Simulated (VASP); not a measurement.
A cell of MoSi2 (MoSi2 type) near equilibrium:

```
CELL_PARAMETERS angstrom
     -1.60817     1.60817     3.93391
      1.60817    -1.60817     3.93391
      1.60817     1.60817    -3.93391
ATOMIC_POSITIONS crystal
  Si 0.66490 0.66490 0.00000
  Si 0.33510 0.33510 0.00000
  Mo 0.00000 0.00000 0.00000
```

Calculation: PBE GGA, VASP's PBE PAW potentials (set 64) (plane waves; VASP).

| run | ΔE (meV/atom) | σxx | σyy | σzz | largest shear component, with its sign (GPa) | largest force (eV/Å) |
|---|---|---|---|---|---|---|
| as it is | 0.0 | 0.29 | 0.29 | 0.55 | 0.00 | 0.013 |
| after one change | 20.2 | 10.17 | 10.17 | 11.87 | 0.00 | 0.001 |
Stress is in GPa, positive when the cell is compressed.

Task: Which change was made?
A. isotropic strain of -1.5 % with the ions relaxed
B. uniaxial strain of +4.0 % along x
C. uniaxial strain of +1.0 % along x
D. isotropic strain of +4.0 %

Result: A, isotropic strain of -1.5 % with the ions relaxed

The compound is MoSi2 in the MoSi2 type structure.
